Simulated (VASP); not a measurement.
# A VASP study of Al2Au (r2SCAN + rVV10): structure first, properties next

What structure does Al2Au take at this level, and what are its properties? The steps: first try, full relaxation (r2SCAN + rVV10), single point with fields (r2SCAN + rVV10), bands along the symmetry lines (r2SCAN + rVV10), density of states (r2SCAN + rVV10) and optical spectrum (r2SCAN + rVV10). The start is a cell from a database of measured crystal structures.

Calculated with VASP 6.6.1; r2SCAN with rVV10; plane waves and PAW (Al, Au).

This is a report of a sequence of runs, with most program output left out.

## (1) Set-up

Before any relaxation, the start is as follows. Symmetry: Fm-3m, No. 225, cubic system. The conventional cell has a = 6.000 Å, b = 6.000 Å, c = 6.000 Å, α = 90.00°, β = 90.00°, γ = 90.00°. Al has 4 Au at 2.60 Å nearest. Nearest to Au lie 8 Al at 2.60 Å. Farther neighbours are not listed.

Coordinates:

```cif
data_structure
_symmetry_space_group_name_H-M 'Fm-3m'
_symmetry_Int_Tables_number 225
_cell_length_a 6.0000
_cell_length_b 6.0000
_cell_length_c 6.0000
_cell_angle_alpha 90.000
_cell_angle_beta 90.000
_cell_angle_gamma 90.000
_cell_volume 216.00
loop_
_atom_site_label
_atom_site_type_symbol
_atom_site_symmetry_multiplicity
_atom_site_Wyckoff_symbol
_atom_site_fract_x
_atom_site_fract_y
_atom_site_fract_z
_atom_site_occupancy
Al1 Al 8 c 0.25000 0.75000 0.75000 1
Au1 Au 4 a 0.00000 0.00000 0.00000 1
```

## (2) First try

This run is made with a changed input; what comes of it follows.

INCAR

```
SYSTEM = Al2Au
PREC = Accurate
ENCUT = 400
NELM = 63
ISMEAR = 1
SIGMA = 0.2
LREAL = .FALSE.
ALGO = Normal
METAGGA = R2SCAN
LUSE_VDW = .TRUE.
IVDW_NL = 2
BPARAM = 11.95
CPARAM = 0.0093
LASPH = .TRUE.
NBANDS = 14
LORBIT = 11
LWAVE = .FALSE.
LCHARG = .FALSE.
KPAR = 2
IBRION = 2
NSW = 30
ISIF = 3
EDIFFG = -0.01
EDIF = 1E-07
```

POSCAR

```
Al2Au
1.0
    0.0000000000      3.0000000000      3.0000000000
    3.0000000000      0.0000000000      3.0000000000
    3.0000000000      3.0000000000      0.0000000000
Al Au
2 1
Direct
    0.2500000000      0.2500000000      0.2500000000
    0.7500000000      0.7500000000      0.7500000000
    0.0000000000      0.0000000000      0.0000000000
```

KPOINTS

```
Automatic mesh
0
Gamma
6 6 6
0 0 0
```

PAW data sets: Al and Au (PBE family, release 64).

On the command line:

```sh
> mpirun -np 2 vasp_std
```

The job ended after 56 s (2 MPI ranks of Intel Xeon 6975P-C (Granite Rapids), shared host; peak memory 0.5 GiB).

The run converged. In volume (within 0.3 %) and energy (within 2 meV an atom) it ends like the sound relaxation.

The fault in the input: misspelt tag (EDIF = 1e-07). VASP ignores tags that it doesn't know, so the default applied; correct the spelling.

## (3) Full relaxation (r2SCAN + rVV10)

Properties are meant for the cell that this level of theory prefers, so cell and atoms are relaxed first (ISIF = 3) until forces and stress are small; EDIFFG sets the threshold.

Changes to INCAR since step 2:

```diff
@@ -3,3 +3,4 @@
 ENCUT = 400
-NELM = 63
+EDIFF = 1E-06
+NELM = 100
 ISMEAR = 1
@@ -20,5 +21,4 @@
 IBRION = 2
-NSW = 30
+NSW = 60
 ISIF = 3
 EDIFFG = -0.01
-EDIF = 1E-07
```

POSCAR is that of step 2.

KPOINTS is that of step 2.

On the command line:

```sh
> mpirun -np 2 vasp_std
```

It took 67 s on 2 MPI ranks; peak memory 0.5 GiB; 2 min of CPU time.

This run has no spin polarisation. Its electron count is odd, so without a moment it is a metal by construction. The k-mesh is coarse for a metal. The PAW data sets were made with PBE, which is usual practice but a small mismatch for other functionals. The run keeps the 48 symmetry operations of its start, so it cannot find a distortion of lower symmetry.

Relaxation path:

```csv
step,energy less that of the first step (eV),largest force (eV/Å),pressure (GPa),volume (Å³)
1,0.0000,0.0000,-0.37,54.00
2,-0.0001,0.0000,0.36,53.67
3,-0.0002,0.0000,0.05,53.81
```

```csv
"conventional cell, symmetrised",before,after,change
a (Å),6.000,5.993,-0.1 %
b (Å),6.000,5.993,-0.1 %
c (Å),6.000,5.993,-0.1 %
volume (Å³/atom),18.00,17.94,-0.3 %
```

Final coordinates:

```xyz
3
Lattice="0.0000 2.9966 2.9966 2.9966 0.0000 2.9966 2.9966 2.9966 0.0000" Properties=species:S:1:pos:R:3 pbc="T T T"
Al    1.4983    1.4983    1.4983
Al    4.4948    4.4948    4.4948
Au    0.0000    0.0000    0.0000
```

This step gave:

```yaml
electrons: 17
bands: 14
irreducible_k_points: 16
symmetry_operations: 48
free_energy_toten: -65.1452 eV
energy_at_zero_smearing: -65.1445 eV
fermi_energy: 7.642 eV
pressure: 0.04704 GPa
metallic_judged_on_the_points_sampled: yes
scf_cycles_over_all_ionic_steps: 26
```

It ends with forces that vanish by symmetry and a pressure of 0.05 GPa. The volume lies -0.3 % from that of the database's start, part of which can be the thermal and zero-point expansion of its experiment.

## (4) Single point with fields (r2SCAN + rVV10)

A single point on the relaxed cell gives a clean self-consistent state, with density, ELF and potential written out.

Changes to INCAR since step 3:

```diff
@@ -18,7 +18,5 @@
 LWAVE = .FALSE.
-LCHARG = .FALSE.
-KPAR = 2
-IBRION = 2
-NSW = 60
-ISIF = 3
-EDIFFG = -0.01
+LCHARG = .TRUE.
+ISIF = 2
+LELF = .TRUE.
+LVHAR = .TRUE.
```

POSCAR

```
Al2Au
1.0
    0.0000000000      2.9965661123      2.9965661123
    2.9965661123      0.0000000000      2.9965661123
    2.9965661123      2.9965661123      0.0000000000
Al Au
2 1
Direct
    0.2500000000      0.2500000000      0.2500000000
    0.7500000000      0.7500000000      0.7500000000
    0.0000000000      0.0000000000      0.0000000000
```

KPOINTS is that of step 3.

On the command line:

```sh
> mpirun -np 2 vasp_std
```

Run time: 22 s. Hardware: 2 MPI ranks; peak memory 0.38 GiB; 38 s of CPU time.

This step gave:

```
SCF cycles : 14
pressure   : 0.04208 GPa
```

Valence electrons inside each PAW sphere by angular momentum. Sphere charges, by row:

```csv
atom,s (e),p (e),d (e),tot (e)
Al1,0.39,0.373,0,0.762
Al2,0.39,0.373,0,0.762
Au3,0.758,0.733,8.532,10.02
```

Valence density in the ac plane of a cell with a along [110], b along [-110] and c along [001] of the cube at fractional y = 0.000, with atoms of Al and Au within 0.2 Å of it. It is the smooth field of the valence electrons, not physical close to the nuclei.

Values in e/Å³, 9 rows by 16 columns, each cell a mean:
```
2.9 1.3 0.4 0.2 0.2 0.3 0.9 2.5 2.9 1.3 0.4 0.2 0.2 0.3 0.9 2.5
0.6 0.4 0.3 0.1 0.1 0.2 0.3 0.6 0.6 0.4 0.3 0.1 0.1 0.2 0.3 0.6
0.1 0.1 0.2 0.1 0.1 0.1 0.1 0.1 0.1 0.1 0.2 0.1 0.1 0.1 0.1 0.1
0.0 0.1 0.1 0.2 0.2 0.1 0.1 0.0 0.0 0.1 0.1 0.2 0.2 0.1 0.1 0.0
0.0 0.0 0.1 0.2 0.2 0.1 0.1 0.0 0.0 0.0 0.1 0.2 0.2 0.1 0.1 0.0
0.0 0.1 0.1 0.2 0.2 0.1 0.1 0.1 0.0 0.1 0.1 0.2 0.2 0.1 0.1 0.1
0.2 0.2 0.2 0.1 0.0 0.2 0.2 0.2 0.2 0.2 0.2 0.1 0.0 0.2 0.2 0.2
1.0 0.6 0.3 0.2 0.1 0.3 0.4 0.9 1.0 0.6 0.3 0.2 0.1 0.3 0.4 0.9
3.4 1.6 0.4 0.2 0.2 0.3 1.1 2.9 3.4 1.6 0.4 0.2 0.2 0.3 1.1 2.9
```
Columns run along a (8.5 Å), rows up along c (6.0 Å), edges of the conventional cell, whose origin can differ from the input's. Atoms in or near the plane, at fractional coordinates: Al at (0.25, 0.25), Al at (0.75, 0.25), Al at (0.25, 0.75), Al at (0.75, 0.75), Au at (0.00, 0.00), Au at (0.50, 0.00).

Electrostatic potential energy in the ac plane of a cell with a along [110], b along [-110] and c along [001] of the cube at fractional y = 0.000, with atoms of Al and Au within 0.2 Å of it. With pseudopotentials it is smooth inside the atoms' cores, unlike the true potential.

Ten even steps from '_' (-83 eV) to '@' (4 eV), each cell a mean:
```
..--**@@@@@@@@@@@@##==::..--**@@@@@@@@@@@@##==::
==++%%@@%%%%##%%@@%%**====++%%@@%%%%##%%@@%%**==
%%%%@@%%##--::++%%@@@@%%%%%%@@%%##--::++%%@@@@%%
@@@@@@%%++____::##@@@@@@@@@@@@%%++____::##@@@@@@
@@@@@@%%++..__--##@@@@@@@@@@@@%%++..__--##@@@@@@
@@@@@@@@%%**++##%%@@@@@@@@@@@@@@%%**++##%%@@@@@@
@@@@@@@@@@%%%%@@@@@@@@@@@@@@@@@@@@%%%%@@@@@@@@@@
@@@@@@@@@@@@@@@@@@@@@@@@@@@@@@@@@@@@@@@@@@@@@@@@
@@@@@@@@@@@@@@@@@@@@@@@@@@@@@@@@@@@@@@@@@@@@@@@@
@@@@@@@@%%%%##%%@@@@@@@@@@@@@@@@%%%%##%%@@@@@@@@
@@@@@@%%##--::++%%@@@@@@@@@@@@%%##--::++%%@@@@@@
@@@@@@%%++____::##@@@@@@@@@@@@%%++____::##@@@@@@
@@@@@@%%++..__--##@@@@@@@@@@@@%%++..__--##@@@@@@
**##%%@@%%**++##%%@@%%****##%%@@%%**++##%%@@%%**
::==##@@@@%%%%@@@@%%++--::==##@@@@%%%%@@@@%%++--
..::++%%@@@@@@@@@@##--....::++%%@@@@@@@@@@##--..
```
Columns run along a (8.5 Å; values clipped at the 3rd and 97th percentile), rows up along c (6.0 Å), edges of the conventional cell, whose origin can differ from the input's. Atoms in or near the plane, at fractional coordinates: Al at (0.25, 0.25), Al at (0.75, 0.25), Al at (0.25, 0.75), Al at (0.75, 0.75), Au at (0.00, 0.00), Au at (0.50, 0.00).

ELF in the ac plane of a cell with a along [110], b along [-110] and c along [001] of the cube at fractional y = 0.000, with atoms of Al and Au within 0.2 Å of it. It is the smooth field of the valence electrons, not physical close to the nuclei.

Ten even steps from '_' (0.01) to '@' (0.66), each cell a mean:
```
__..==**%%%%%%%%##++--____..==**%%%%%%%%##++--__
--==**%%@@%%**@@@@##++----==**%%@@%%**@@@@##++--
++++##@@@@==::**@@%%**++++++##@@@@==::**@@%%**++
++++##%%++____::##%%**++++++##%%++____::##%%**++
====++++::____..==**++======++++::____..==**++==
..::------------==--::....::------------==--::..
____..--++####**==::..______..--++####**==::..__
____..--++##%%##==..________..--++##%%##==..____
____..--++##%%##==::________..--++##%%##==::____
__..::--++****++==::..____..::--++****++==::..__
::--====--....::--==--::::--====--....::--==--::
==++****--____..++##**++==++****--____..++##**++
++++##@@**..__==@@%%**++++++##@@**..__==@@%%**++
++++**@@@@++==%%@@##**++++++**@@@@++==%%@@##**++
..::++##%%%%%%@@%%**==....::++##%%%%%%@@%%**==..
..__==**##%%%%%%**++::__..__==**##%%%%%%**++::__
```
Columns run along a (8.5 Å), rows up along c (6.0 Å), edges of the conventional cell, whose origin can differ from the input's. Atoms in or near the plane, at fractional coordinates: Al at (0.25, 0.25), Al at (0.75, 0.25), Al at (0.25, 0.75), Al at (0.75, 0.75), Au at (0.00, 0.00), Au at (0.50, 0.00).

In this run the pressure is 0.04 GPa, small enough to go on; single stress components reach 0.04 GPa.

## (5) Bands along the symmetry lines (r2SCAN + rVV10)

The mesh alone shows little of the dispersion and can miss band extrema, so KPOINTS_OPT adds a path through the symmetry points after the self-consistent cycle.

Changes to INCAR since step 4:

```diff
@@ -15,8 +15,6 @@
 LASPH = .TRUE.
-NBANDS = 14
+NBANDS = 21
 LORBIT = 11
 LWAVE = .FALSE.
-LCHARG = .TRUE.
-ISIF = 2
-LELF = .TRUE.
-LVHAR = .TRUE.
+LCHARG = .FALSE.
+KPAR = 2
```

POSCAR is that of step 4.

KPOINTS is that of step 4.

KPOINTS_OPT

```
Line mode
16
Line-mode
Reciprocal
  0.00000000   0.00000000   0.00000000 GAMMA
  0.50000000   0.00000000   0.50000000 X

  0.50000000   0.00000000   0.50000000 X
  0.50000000   0.25000000   0.75000000 W

  0.50000000   0.25000000   0.75000000 W
  0.37500000   0.37500000   0.75000000 K

  0.37500000   0.37500000   0.75000000 K
  0.00000000   0.00000000   0.00000000 GAMMA

  0.00000000   0.00000000   0.00000000 GAMMA
  0.50000000   0.50000000   0.50000000 L

  0.50000000   0.50000000   0.50000000 L
  0.62500000   0.25000000   0.62500000 U

  0.62500000   0.25000000   0.62500000 U
  0.50000000   0.25000000   0.75000000 W

  0.50000000   0.25000000   0.75000000 W
  0.50000000   0.50000000   0.50000000 L

  0.50000000   0.50000000   0.50000000 L
  0.37500000   0.37500000   0.75000000 K

  0.62500000   0.25000000   0.62500000 U
  0.50000000   0.00000000   0.50000000 X
```

On the command line:

```sh
> mpirun -np 2 vasp_std
```

It took 83 s on 2 MPI ranks; peak memory 0.49 GiB; 2.5 min of CPU time.

Spin-orbit coupling is off here; it can split and shift levels that hold much weight on Au by tenths of an eV or more.

Numbers from this step:

```
bands    : 21
pressure : 0.04207 GPa
```

Electronic bands along the path, in eV, zero at the Fermi level; # counts the bands kept in this run:

```csv
point,#6,#7,#8,#9,#10,#11,#12,#13
Γ,-5.85,3.02,3.14,3.14,3.14,4.30,4.30,4.30
0.53 of the way,-5.67,-1.30,-0.56,-0.56,1.97,3.15,7.65,7.79
X,-5.51,-5.22,-2.17,-2.17,1.70,2.44,8.12,10.77
0.53 of the way,-5.37,-5.18,-2.96,-2.19,2.76,3.52,6.67,8.57
W,-5.39,-4.12,-4.12,-2.20,4.61,4.61,5.71,5.77
0.53 of the way,-5.52,-4.60,-3.57,-1.82,3.05,4.96,5.82,7.43
K,-5.74,-4.73,-3.46,-1.38,2.25,4.83,6.50,8.59
0.47 of the way,-5.71,-2.43,-1.59,1.37,3.67,4.76,5.01,6.14
Γ,-5.85,3.02,3.14,3.14,3.14,4.30,4.30,4.30
0.47 of the way,-5.85,-1.66,1.60,1.60,3.40,4.85,4.85,5.28
L,-5.71,-5.65,0.43,0.43,3.89,4.20,4.21,4.21
0.47 of the way,-5.74,-5.26,-1.52,-0.26,2.81,5.07,5.61,6.59
U,-5.74,-4.73,-3.46,-1.38,2.25,4.83,6.50,8.59
0.53 of the way,-5.49,-4.56,-3.62,-1.91,3.25,5.01,5.67,7.21
W,-5.39,-4.12,-4.12,-2.20,4.61,4.61,5.71,5.77
0.53 of the way,-5.65,-5.13,-1.86,-0.65,3.32,4.32,6.39,6.93
L,-5.71,-5.65,0.43,0.43,3.89,4.20,4.21,4.21
0.53 of the way,-5.75,-5.14,-1.90,-0.42,2.70,5.27,5.91,6.69
K,-5.74,-4.73,-3.46,-1.38,2.25,4.83,6.50,8.59
jump to U,-5.74,-4.73,-3.46,-1.38,2.25,4.83,6.50,8.59
0.53 of the way,-5.56,-5.36,-2.64,-1.99,1.97,2.99,7.54,10.02
X,-5.51,-5.22,-2.17,-2.17,1.70,2.44,8.12,10.77
```

Of the projections kept (Al, Au), the largest for each band there, as a share of the weight inside these atoms' spheres; weight between the spheres isn't counted:

```csv
point,#6,#7,#8,#9,#10,#11,#12,#13
Γ,Au 1.00,Al 1.00,Au 0.94,Au 0.94,Au 0.94,Au 0.51,Al 0.50,Al 0.50
X,Au 1.00,Au 0.97,Al 0.53,Al 0.53,Au 0.54,Au 0.91,-,Al 0.87
W,Au 0.98,Au 0.70,Au 0.70,Au 0.74,Al 0.63,Al 0.63,Au 0.67,Au 0.93
K,Au 0.99,Au 0.78,Au 0.76,Au 0.55,Au 0.58,Au 0.60,Al 0.71,Al 0.85
Γ,Au 1.00,Al 1.00,Au 0.94,Au 0.94,Au 0.94,Al 0.50,Al 0.50,Al 0.50
L,Au 1.00,Au 0.97,Au 0.56,Au 0.56,Al 1.00,Au 0.57,Au 0.55,Au 0.55
```

There is no gap at this level.

## (6) Density of states (r2SCAN + rVV10)

Here the states are counted by energy and projected on the atoms. The mesh is finer than in the run before.

Changes to INCAR since step 5:

```diff
@@ -5,3 +5,3 @@
 NELM = 100
-ISMEAR = 1
+ISMEAR = -5
 SIGMA = 0.2
@@ -20 +20,2 @@
 KPAR = 2
+NEDOS = 2001
```

POSCAR is that of step 5.

KPOINTS

```
Automatic mesh
0
Gamma
8 8 8
0 0 0
```

On the command line:

```sh
> mpirun -np 2 vasp_std
```

The job ended after 37 s (2 MPI ranks; peak memory 0.51 GiB).

With tetrahedra the forces and stress of a metal are not exact derivatives of the energy.

This step gave:

- SCF cycles: 12
- irreducible k-points: 29
- Fermi energy: 7.682 eV
- pressure: -0.08710 GPa
- DOS at the Fermi level, one point of the energy grid: 0.9274 states/eV/cell

(Continued in part 2 of 2.)

[Lines on the potential files, build, host, timing and source positions are cut from VASP's logs without a mark.]

[Logs are printed without paths, hosts, clocks, repeated set-up lines and the standing remarks that a program may print on its own settings, such as how far it seeks lower states.]

[Hosts, paths, dates, database ids (printed as entryN), source tags and the programs' standing remarks are cut or masked in the printed files.]

[A measured line is paired with the nearest computed mode of its activity, which favours agreement.]

[In band tables of VASP the shares of atoms and orbitals are scaled to a sum of 1 inside the atoms' spheres.]
